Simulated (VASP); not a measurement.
SnTe (rock salt): the bulk modulus from VASP (plane waves, PAW) at several levels of theory. Static lattice, third-order Birch-Murnaghan fit over five volumes. The measured value holds thermal and zero-point effects that the static calculation lacks.

```csv
level,bulk modulus (GPa),error against measurement
LDA,50.3,+33.1 %
PBE,40.3,+6.6 %
PBEsol,46.9,+24.1 %
RPBE,36.0,-4.8 %
AM05,44.2,+16.9 %
PBE-D3(BJ),44.7,+18.2 %
PBE-D4,45.1,+19.3 %
optB88-vdW,41.4,+9.6 %
rev-vdW-DF2,42.5,+12.4 %
revTPSS,42.9,+13.4 %
SCAN,43.4,+14.8 %
r2SCAN,43.9,+16.1 %
r2SCAN+rVV10,46.2,+22.2 %
```

Measured: 37.8 GPa (as given by Cormac Toher et al., Physical Review Materials (2017), arXiv:1611.05714).

The cell of the LDA run:

Space group Fm-3m (No. 225); a = b = c = 6.2354 Å, α = β = γ = 90.00°

```csv
atom,site,symmetry,x,y,z
Sn,4a,m-3m,0.0000,0.0000,0.0000
Te,4b,m-3m,0.5000,0.5000,0.5000
```
(The calculation used a cell of 2 atoms; values per cell refer to that cell.)

Only levels that ran to the end are used. Left out are those held back, those with too coarse a band path, GW runs whose mesh misses a band edge, hybrids' fits of cells that aren't cubic and levels without matching references; a question may draw on a part of the rest.

The compound is SnTe in the rock salt structure, which distorts at low temperature.
